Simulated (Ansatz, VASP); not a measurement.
Two plane-wave programs on ZnGaNi4

The input INCAR:

```
SYSTEM = ZnGaNi4
ALGO     = Normal         ! electronic algorithm
EDIFF    = 1E-6           ! SCF threshold, eV
ENCUT    = 520            ! plane-wave cutoff, eV
GGA      = PS             ! functional
ISIF     = 2              ! what is computed and relaxed
ISMEAR   = -1             ! smearing method
LASPH    = .TRUE.         ! aspherical terms in the spheres
LCHARG   = .FALSE.        ! write CHGCAR
LREAL    = .FALSE.        ! projectors in reciprocal space
LWAVE    = .FALSE.        ! write WAVECAR
NBANDS   = 42             ! bands
NELM     = 60             ! most SCF steps
PREC     = Accurate       ! precision mode
SIGMA    = 0.1            ! smearing width, eV
```

Contents of KPOINTS:

```
k-points
0
G
  8 8 8
  0 0 0
```

POSCAR

```
ZnGaNi4
1.0
    0.0000000000      3.4613011900      3.4613011900
    3.4613011900      0.0000000000      3.4613011900
    3.4613011900      3.4613011900      0.0000000000
Ni Ga Zn
4 1 1
Direct
    0.6250000000      0.6250000000      0.6250000000
    0.1250000000      0.6250000000      0.6250000000
    0.6250000000      0.6250000000      0.1250000000
    0.6250000000      0.1250000000      0.6250000000
    0.0000000000      0.0000000000      0.0000000000
    0.2500000000      0.2500000000      0.2500000000
```

Input for Ansatz:

```yaml
crystal:
  lattice:
    - [0.0, 3.46130119, 3.46130119]
    - [3.46130119, 0.0, 3.46130119]
    - [3.46130119, 3.46130119, 0.0]
  atoms:
    - { symbol: Ni, position: [0.625, 0.625, 0.625] }
    - { symbol: Ni, position: [0.125, 0.625, 0.625] }
    - { symbol: Ni, position: [0.625, 0.625, 0.125] }
    - { symbol: Ni, position: [0.625, 0.125, 0.625] }
    - { symbol: Ga, position: [0.0, 0.0, 0.0] }
    - { symbol: Zn, position: [0.25, 0.25, 0.25] }
  symmetry: { tolerance: 0.0003 }
kpoints:
  mp_grid: { grid: [8, 8, 8], shift: [0, 0, 0] }
magnetization:
  spin_polarized: false
scf:
  occupations: { method: fermi_dirac }
hamiltonian:
  pseudopotentials: { kind: paw }
  xc: pbesol
basis:
  ecutwfc: 420
output:
  forces: true
  stress: true
  eigenvalues: true
```

The cell was built by a generator and needn't be a form met in nature.

Alike in both runs: task single point; functional PBEsol; k mesh 8 × 8 × 8; no spin polarisation.

|  | VASP | Ansatz |
| --- | --- | --- |
| version | VASP 6.6.1 | Ansatz 0.2.0 |
| potentials or method | VASP PAW PBE potentials, release 64 (Ni, Ga_d, Zn) | PAW plane waves |
| plane-wave cutoff (eV) | 520 | 420 |
| occupations | fermi-dirac, width 0.1 eV | fermi-dirac |
| valence electrons in the cell | 65 | 97 |

|  | VASP | Ansatz | Ansatz less VASP |
| --- | --- | --- | --- |
| gap on the k mesh at the Fermi level (eV) | none | none | - |
| pressure (GPa) | -17.9 | -18.1 | -0.15 |

A gap of «none» marks a metal or a gap that the smearing closes. The two sets of potentials don't hold the same shells in valence.

Caveats: so large a pressure means that the cell lies far from this level's equilibrium, or that cutoff or potentials fall short (VASP); the potentials were made for another functional, which shifts forces and pressure (VASP). Spin polarisation is off, so any magnetic state and its effect on volume and gap are missing.
